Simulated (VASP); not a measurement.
Given:

```xyz
3
Lattice="0.0000 2.5976 2.5976 2.5976 0.0000 2.5976 2.5976 2.5976 0.0000" Properties=species:S:1:pos:R:3 pbc="T T T"
Co     0.0000     0.0000     0.0000
Si     1.2988     1.2988     1.2988
Si     3.8963     3.8963     3.8963
```

The numbers are results of AM05 GGA, VASP's PBE PAW potentials (set 64) (plane waves; VASP), not measurements. Run with 520 eV cut-off, 10×10×10 Γ-centred mesh, first-order Methfessel-Paxton smearing of 0.10 eV, potentials Co Si.

Problem. Give the stress tensor in GPa (positive for a compressed cell).

Solution. 
```
14.07   0.00   0.00
 0.00  14.07   0.00
 0.00   0.00  14.07
```
The pressure is its mean diagonal, 14.07 GPa.

The compound is CoSi2 in the fluorite structure. This cell is one point of a volume scan, at 0.94 of the reference volume. The run is not spin-polarised, so no magnetic state was tried. The electron count is odd and the run is not spin-polarised, which forces a metal.
